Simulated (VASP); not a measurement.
Input:

```yaml
crystal:
  lattice:
    - [3.57000, 0.00000, 0.00000]
    - [0.00000, 3.57000, 0.00000]
    - [0.00000, 0.00000, 3.57000]
  atoms:
    - { symbol: Al, position: [0.00000, 0.00000, 0.00000] }
    - { symbol: Ni, position: [0.00000, 0.50000, 0.50000], spin: 0.5 }
    - { symbol: Ni, position: [0.50000, 0.00000, 0.50000], spin: 0.5 }
    - { symbol: Ni, position: [0.50000, 0.50000, 0.00000], spin: 0.5 }
```

The numbers are results of PBE GGA + U (Dudarev), VASP's PBE PAW potentials (set 64) (plane waves; VASP), not measurements. Run with 400 eV cut-off, 8×8×8 Γ-centred mesh, first-order Methfessel-Paxton smearing of 0.10 eV, potentials Al Ni, U − J: Ni 4.00 eV.

Problem. What does the run give for the cell moment, energy per atom (σ→0), pressure, band gap (on the k-mesh) with the smallest direct gap where there is one?

Solution. 
- band gap (on the k-mesh) = none (metal, semimetal or under 0.01 eV)
- cell moment = 0.99 μB
- energy per atom (σ→0) = -3614 meV/atom
- pressure = -7.28 GPa

Problem. Give the moment on each site (PAW-sphere projection).

Solution. 
```json
[
 {"site": "Al1", "moment (μB)": "-0.02"},
 {"site": "Ni2", "moment (μB)": "0.38"},
 {"site": "Ni3", "moment (μB)": "0.38"},
 {"site": "Ni4", "moment (μB)": "0.38"}
]
```

Total energies compare only between runs with the same potentials, cut-off and functional.

The compound is Ni3Al in the L1_2 structure. The cell was not relaxed at this level. The run is one of a series of settings (LDAU = .TRUE., LDAUJ = 0 0, LDAUL = -1 2, LDAUTYPE = 2, LDAUU = 0 4.0 against the base run), some of them coarse on purpose.
